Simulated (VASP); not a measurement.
Input for VASP

POSCAR:
```
AlN
1
    0.0000000000     2.1733895804     2.1733895804
    2.1733895804     0.0000000000     2.1733895804
    2.1733895804     2.1733895804    -0.0000000000
Al N
1 1
Direct
  0.0000000000   0.0000000000   0.0000000000
  0.2500000000   0.2500000000   0.2500000000
```

### KPOINTS
```
Automatic
0
gamma
9 9 9
```

### INCAR
```
SYSTEM=AlN
PREC=Accurate; ENCUT=520; LREAL=.FALSE.
LASPH=.TRUE.
EDIFF=1E-6; NELM=100; ALGO=Normal
ISMEAR=0; SIGMA=0.05
IBRION=2; NSW=60; ISIF=3
EDIFFG=-0.01
LWAVE=.FALSE.; LCHARG=.FALSE.
```

POTCAR, in this order: Al N (LDA.64 set). Program: vasp_std.

Task: Translate this LDA calculation to Ansatz.

Result: One equivalent input (not run):
Ansatz 0.2 input:
```yaml
crystal:
  lattice:
    - [0.0000000, 2.1733896, 2.1733896]
    - [2.1733896, 0.0000000, 2.1733896]
    - [2.1733896, 2.1733896, 0.0000000]
  atoms:
    - { symbol: Al, position: [0.0000000, 0.0000000, 0.0000000] }
    - { symbol: N, position: [0.2500000, 0.2500000, 0.2500000] }
kpoints:
  mp_grid: { grid: [9, 9, 9] }
hamiltonian:
  xc: lda
  pseudopotentials: { kind: paw }
scf:
  occupations: { method: gaussian, width: 0.05 }
  max_iter: 100
relax:
  max_steps: 60
  f_tol: 0.01
  cell: {}
output: { forces: true, stress: true, eigenvalues: true }
```
What does not carry over: each code has its own PAW files, so the cut-off isn't converted (ENCUT is set for VASP's; basis.ecutwfc is left out, and Ansatz then takes the one that its files recommend); Ansatz stops its SCF on the density residual and VASP on the energy change (EDIFF); Ansatz's lda is the Perdew-Wang form, while the LDA potentials of VASP carry Perdew-Zunger's.

The compound is AlN in the zinc blende structure, a metastable form; wurtzite is the usual one. It was relaxed first. The start is the result of an earlier pass.
